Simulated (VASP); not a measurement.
# A VASP study of MgO (r2SCAN): structure first, properties next, part 5 of 6

Aim: relax MgO with r2SCAN, compute its properties on that cell and hold them against experiment. Left out of this account: at least 1 further run (core levels: core levels are not valid at this level). The start is a cell from a database of measured crystal structures.

VASP 6.6.1, plane waves and PAW; the level of theory is named at each step.

So far. Step 8 (Dielectric tensor and Born charges (r2SCAN)): The Born charges sum to zero; the printed set may have that rule imposed, so this is no test. Born charges and mode vectors give each infrared mode its dipole; summed over the modes, dipole squared over frequency squared adds 6.01 to the electronic 2.88, for a mean static constant of 8.90. The relaxed cell has a = 4.195 Å (conventional setting).

### 10. Starting orbitals for the hybrid

Level of this step: r2SCAN; plane waves and PAW (Mg, O) (VASP).

A hybrid converges badly from random orbitals, so a cheap semilocal run writes a WAVECAR on the same mesh first.

Contents of INCAR:

```
SYSTEM = MgO
PREC = Accurate
ENCUT = 520
EDIFF = 1E-05
NELM = 100
ISMEAR = 0
SIGMA = 0.05
LREAL = .FALSE.
ALGO = Normal
METAGGA = R2SCAN
LASPH = .TRUE.
NBANDS = 10
LORBIT = 11
LWAVE = .TRUE.
LCHARG = .FALSE.
KPAR = 2
```

Contents of POSCAR:

```
MgO
1.0
    0.0000000000      2.0973980938      2.0973980938
    2.0973980938      0.0000000000      2.0973980938
    2.0973980938      2.0973980938      0.0000000000
Mg O
1 1
Direct
    0.0000000000      0.0000000000      0.0000000000
    0.5000000000      0.5000000000      0.5000000000
```

Contents of KPOINTS:

```
Automatic mesh
0
Gamma
6 6 6
0 0 0
```

Potentials, in the order of the species: Mg and O (PBE family, release 64).

Started as:

```console
> mpirun -np 2 vasp_std
```

Output:

```text
[... set-up lines as in an earlier step ...]
 entering main loop
       N       E                     dE             d eps       ncg     rms          rms(c)
DAV:   1     0.733036232318E+01    0.73304E+01   -0.49135E+03   360   0.735E+02
[... 4 cycles as in an earlier step ...]
DAV:   6    -0.160844821481E+02    0.37547E+01   -0.56702E+00   332   0.140E+01    0.195E+00
DAV:   7    -0.161517277155E+02   -0.67246E-01   -0.23130E-01   340   0.372E+00    0.143E+00
DAV:   8    -0.161638180878E+02   -0.12090E-01   -0.55462E-02   324   0.254E+00    0.472E-01
DAV:   9    -0.161610762122E+02    0.27419E-02   -0.91270E-03   342   0.681E-01    0.123E-01
DAV:  10    -0.161610534780E+02    0.22734E-04   -0.82345E-04   340   0.221E-01    0.207E-02
DAV:  11    -0.161610708653E+02   -0.17387E-04   -0.75734E-06   326   0.294E-02    0.598E-03
DAV:  12    -0.161610720245E+02   -0.11592E-05   -0.41706E-07   164   0.498E-03
   1 F= -.16161072E+02 E0= -.16161072E+02  d E =-.676553E-17
 writing wavefunctions
```

It took 13 s on 2 MPI ranks of Intel Xeon Platinum 8259CL at 2.50GHz (Skylake/Cascade Lake), shared host; peak memory 0.26 GiB; 22 s of CPU time.

From OUTCAR (step 10):

```text
   NELECT =       8.0000    total number of electrons

 E-fermi :   3.1494

 k-point     1 :       0.0000    0.0000    0.0000
  band No.  band energies     occupation
      1     -15.3962      2.00000
      2       2.8679      2.00000
      3       2.8679      2.00000
      4       2.8679      2.00000
      5       8.5968      0.00000
      6      19.7729      0.00000
      7      19.7729      0.00000
      8      19.7729      0.00000
      9      23.9533      0.00000
    ...

  Total       -0.0048081     -0.0048081     -0.0048081      0.0000000      0.0000000      0.0000000
  in kB       -0.4174597     -0.4174597     -0.4174597      0.0000000      0.0000000      0.0000000
  external PRESSURE =      -0.4174597 kB  Pullay stress =       0.0000000 kB

  FREE ENERGIE OF THE ION-ELECTRON SYSTEM (eV)
  ---------------------------------------------------
  free  energy   TOTEN  =       -16.1610720245 eV

  energy  without entropy=      -16.1610720245  energy(sigma->0) =      -16.16107202

[... 10 parts as in an earlier step ...]

[... 8 further parts left out ...]
```

A gap read on the k-mesh alone can miss the band edges.

This step gave:

* SCF cycles: 12
* bands: 10
* irreducible k-points: 16
* Fermi energy: 3.149 eV
* pressure: -0.04175 GPa
* gap on the k-mesh: 5.729 eV
* least direct gap on the k-mesh: 5.729 eV

### 11. Band structure (HSE06)

This step: HSE06; plane waves and PAW (Mg, O) (VASP 6.6.1).

HSE06 mixes in a quarter of exact exchange at short range, at far higher cost; in semiconductors this cures much of the gap error, while metals seldom gain.

Contents of INCAR:

```
SYSTEM = MgO
PREC = Accurate
ENCUT = 520
EDIFF = 1E-06
NELM = 100
ISMEAR = 0
SIGMA = 0.05
LREAL = .FALSE.
ALGO = Normal
LHFCALC = .TRUE.
AEXX = 0.25
GGA = PE
HFSCREEN = 0.2
LASPH = .TRUE.
NBANDS = 10
PRECFOCK = Fast
LORBIT = 11
LWAVE = .FALSE.
LCHARG = .FALSE.
KPAR = 2
```

POSCAR is that of step 10.

KPOINTS is that of step 10.

Contents of KPOINTS_OPT:

```
Line mode
6
Line-mode
Reciprocal
  0.00000000   0.00000000   0.00000000 GAMMA
  0.50000000   0.00000000   0.50000000 X

  0.50000000   0.00000000   0.50000000 X
  0.50000000   0.25000000   0.75000000 W

  0.50000000   0.25000000   0.75000000 W
  0.37500000   0.37500000   0.75000000 K

  0.37500000   0.37500000   0.75000000 K
  0.00000000   0.00000000   0.00000000 GAMMA

  0.00000000   0.00000000   0.00000000 GAMMA
  0.50000000   0.50000000   0.50000000 L

  0.50000000   0.50000000   0.50000000 L
  0.62500000   0.25000000   0.62500000 U

  0.62500000   0.25000000   0.62500000 U
  0.50000000   0.25000000   0.75000000 W

  0.50000000   0.25000000   0.75000000 W
  0.50000000   0.50000000   0.50000000 L

  0.50000000   0.50000000   0.50000000 L
  0.37500000   0.37500000   0.75000000 K

  0.62500000   0.25000000   0.62500000 U
  0.50000000   0.00000000   0.50000000 X
```

The run starts from files that an earlier step left in the folder.

Started as:

```console
> mpirun -np 2 vasp_std
```

Output:

```text
[banner, memory and clock lines left out]
running    2 mpi-ranks, on    1 nodes
 distrk:  each k-point on    1 cores,    2 groups
 distr:  one band on    1 cores,    1 groups

 POSCAR found type information on POSCAR MgO
 POSCAR found :  2 types and       2 ions
 LDA part: xc-table for (Slater+PW92), standard interpolation
 found WAVECAR, reading the header
 POSCAR, INCAR and KPOINTS ok, starting setup
 FFT: planning ... GRIDC
 FFT: planning ... GRID_SOFT
 FFT: planning ... GRID
 reading WAVECAR
 the WAVECAR file was read successfully
 initial charge from wavefunction
 entering main loop
       N       E                     dE             d eps       ncg     rms          rms(c)
DAV:   1    -0.142321971462E+02   -0.14232E+02   -0.89016E-02   320   0.296E+00    0.246E-01
DAV:   2    -0.142310718858E+02    0.11253E-02   -0.32158E-03   334   0.422E-01    0.806E-02
DAV:   3    -0.142311254351E+02   -0.53549E-04   -0.12891E-03   328   0.239E-01    0.296E-02
DAV:   4    -0.142311433740E+02   -0.17939E-04   -0.63739E-06   332   0.248E-02    0.188E-02
DAV:   5    -0.142311396997E+02    0.36743E-05   -0.21971E-05   338   0.320E-02    0.886E-03
DAV:   6    -0.142311406641E+02   -0.96439E-06   -0.17539E-06   178   0.101E-02
   1 F= -.14231141E+02 E0= -.14231141E+02  d E =-.190951E-14
 Start KPOINTS_OPT (optional k-point list driver)
k-point batch [1-16\60]
       N       E                     dE             ncg
DAV:   1     0.278087591801E+02   -0.51239E+04      360
DAV:   2    -0.495245719853E+03   -0.52305E+03      364
DAV:   3    -0.511469355653E+03   -0.16224E+02      374
DAV:   4    -0.511599683489E+03   -0.13033E+00      370
DAV:   5    -0.511599966808E+03   -0.28332E-03      366
DAV:   6    -0.511599967830E+03   -0.10223E-05      358
DAV:   7    -0.511599967836E+03   -0.52181E-08      278
[...]
k-point batch [49-60\60]
       N       E                     dE             ncg
DAV:   1     0.133917139074E+04   -0.49558E+04      304
DAV:   2     0.107242121224E+04   -0.26675E+03      262
DAV:   3     0.106734400949E+04   -0.50772E+01      272
DAV:   4     0.106730790454E+04   -0.36105E-01      274
DAV:   5     0.106730782435E+04   -0.80185E-04      280
DAV:   6     0.106730782398E+04   -0.36816E-06      282
```

Wall time 5.2 min (2 MPI ranks); peak memory 0.48 GiB.

OUTCAR, selected parts (step 11):

```text
   k-points           NKPTS =     16   k-points in BZ     NKDIM =    216   number of bands    NBANDS=     10

   NELECT =       8.0000    total number of electrons

  exchange ACFDT corr.  =         0.00000000  see jH, gK, PRB 81, 115126

 E-fermi :   2.2716

 k-point     1 :       0.0000    0.0000    0.0000
  band No.  band energies     occupation
      1     -16.8747      2.00000
      2       2.0164      2.00000
      3       2.0164      2.00000
      4       2.0164      2.00000
      5       8.6096      0.00000
      6      19.8694      0.00000
      7      19.8694      0.00000
      8      19.8694      0.00000
      9      23.8319      0.00000
    ...

 POSITION                                       TOTAL-FORCE (eV/Angst)
 -----------------------------------------------------------------------------------
      0.00000      0.00000      0.00000         0.000000     -0.000000      0.000000
      2.09740      2.09740      2.09740        -0.000000      0.000000     -0.000000
 -----------------------------------------------------------------------------------
    total drift:                                0.000065      0.000085      0.000085

  FREE ENERGIE OF THE ION-ELECTRON SYSTEM (eV)
  ---------------------------------------------------
  free  energy   TOTEN  =       -14.2311406641 eV

  energy  without entropy=      -14.2311406641  energy(sigma->0) =      -14.23114066

[... 7 parts as in an earlier step ...]

[... 9 further parts left out ...]
```

This step gave:

```yaml
scf_cycles: 6
free_energy_toten: -14.23 eV
fermi_energy: 2.272 eV
least_gap_on_mesh_and_path: 6.593 eV
least_direct_gap_on_mesh_and_path: 6.593 eV
```

Electronic bands along the path, in eV, zero at the valence-band top; v1 is the highest filled band, c1 the lowest empty one:

```csv
point,v3,v2,v1,c1,c2
Γ,0.00,0.00,0.00,6.59,17.85
0.40 of the way,-2.13,-0.58,-0.58,9.20,13.95
X,-4.44,-1.49,-1.49,10.89,12.01
0.40 of the way,-4.23,-1.88,-1.64,11.55,12.64
W,-3.21,-3.21,-1.92,13.77,13.77
0.40 of the way,-3.58,-2.94,-1.70,12.89,14.18
K,-3.80,-2.93,-1.27,12.01,13.97
0.40 of the way,-3.59,-1.81,-0.61,11.07,13.86
Γ,0.00,0.00,0.00,6.59,17.85
0.40 of the way,-2.08,-0.27,-0.27,8.48,15.08
L,-4.99,-0.73,-0.73,9.78,15.04
0.40 of the way,-4.66,-1.53,-0.87,10.80,14.77
U,-3.80,-2.93,-1.27,12.01,13.97
0.40 of the way,-3.70,-2.92,-1.49,12.44,14.06
W,-3.21,-3.21,-1.92,13.77,13.77
0.60 of the way,-4.55,-1.71,-0.95,11.10,14.68
L,-4.99,-0.73,-0.73,9.78,15.04
0.60 of the way,-4.28,-2.25,-1.01,11.65,14.50
K,-3.80,-2.93,-1.27,12.01,13.97
jump to U,-3.80,-2.93,-1.27,12.01,13.97
0.40 of the way,-4.20,-2.15,-1.41,11.47,12.80
X,-4.44,-1.49,-1.49,10.89,12.01
```

Of the projections kept (Mg, O), the largest for each band there, as a share of the weight inside these atoms' spheres; weight between the spheres isn't counted:

```csv
point,v3,v2,v1,c1,c2
Γ,O 0.98,O 0.98,O 0.98,Mg 0.50,Mg 1.00
X,O 0.85,O 0.93,O 0.93,Mg 1.00,Mg 0.90
W,O 0.88,O 0.88,O 0.90,O 0.66,O 0.66
K,O 0.86,O 0.87,O 0.94,Mg 0.70,Mg 0.69
Γ,O 0.98,O 0.98,O 0.98,Mg 0.50,Mg 1.00
L,O 0.79,O 0.96,O 0.96,Mg 0.63,O 0.70
```

The electronic bands as a text plot (rows in eV, shown from -5.0 to 11.9 only):

```
   11.6 |      ++  +                         +             +  +
   10.9 |    ++  ++         ++              +        ++   +    ++
   10.2 |                                  +           + +
    9.5 |   +                 ++      +++++             +
    8.8 |                            +
    8.1 |
    7.3 | ++                    +  ++
    6.6 |+                       ++
    5.9 |
    5.2 |
    4.5 |
    3.8 |
    3.1 |
    2.4 |
    1.7 |
    1.0 |
    0.3 |*                       **
   -0.4 | ***               *****  ********             *
   -1.1 |    ****       ****  ***          *****    **** *******
   -1.8 |   *    *******    **       *      *   **** **   *    **
   -2.5 |           **        **             *      *      *  *
   -3.2 |    **       ******          **      ******        **
   -3.9 |      **  ***  ******               ****   *      ****
   -4.6 |        **                     *****        ******    **
         Γ       X    W  K        Γ      L     U  W     L   K|U X
```

The gap moves by +0.86 eV against r2SCAN, which ran on another mesh.

The path shows a direct gap of 6.59 eV (valence top at Γ, conduction bottom at Γ).

[end of part 5 of 6]

[Lines on the potential files, build, host, timing and source positions are cut from VASP's logs without a mark.]

[Logs are printed without paths, hosts, clocks, repeated set-up lines and the standing remarks that a program may print on its own settings, such as how far it seeks lower states.]

[Hosts, paths, dates, database ids (printed as entryN), source tags and the programs' standing remarks are cut or masked in the printed files.]

[A measured line is paired with the nearest computed mode of its activity, which favours agreement.]

[In band tables of VASP the shares of atoms and orbitals are scaled to a sum of 1 inside the atoms' spheres.]
